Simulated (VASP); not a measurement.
Runs of VASP 6.6.1 on RhN. The structure is hexagonal, space group P-6m2 (No. 187). The conventional cell has a = 2.963 Å, b = 2.963 Å, c = 2.892 Å, α = 90.00°, β = 90.00°, γ = 120.00°. Rh (site symmetry -6m2) has 6 N at 2.24 Å as nearest neighbours. Around N (site symmetry -6m2) lie 6 Rh at 2.24 Å. The cell comes from a database or a generator and needn't be the stable form of this composition.

```tsv
level	spin	U	gap on the mesh (eV)	pressure (GPa)	moment (μB)
PBE+U	collinear, random start	Rh d U = 7 eV	none	-0.3	0.42
PBE+U	collinear, random start	Rh d U = 2 eV	none	-13.5	0.00
PBE+U	collinear, ferromagnetic start	Rh d U = 2 eV	none	-13.5	0.00
PBEsol+U	collinear, ferromagnetic start	Rh d U = 7 eV	none	-11.4	0.42
PBE+U	collinear, ferromagnetic start	Rh d U = 7 eV	none	(a)	2.06
```

Alike in all rows: task single point; potentials or basis VASP PAW PBE potentials, release 64 (Rh_pv, N); cell as given; k mesh 7 × 7 × 7; cutoff (eV) 520; smearing gaussian 0.05 eV.

Fill in the values left out.

(a) 3.9.

Caveats: the PAW data sets were made with another functional, which shifts forces and pressure a little (some runs).

A k mesh can miss the band edges, and the runs leave out spin-orbit coupling on Rh.

A gap of «none» marks a metal or a gap under the smearing width.

Not every run made on this cell is shown here.
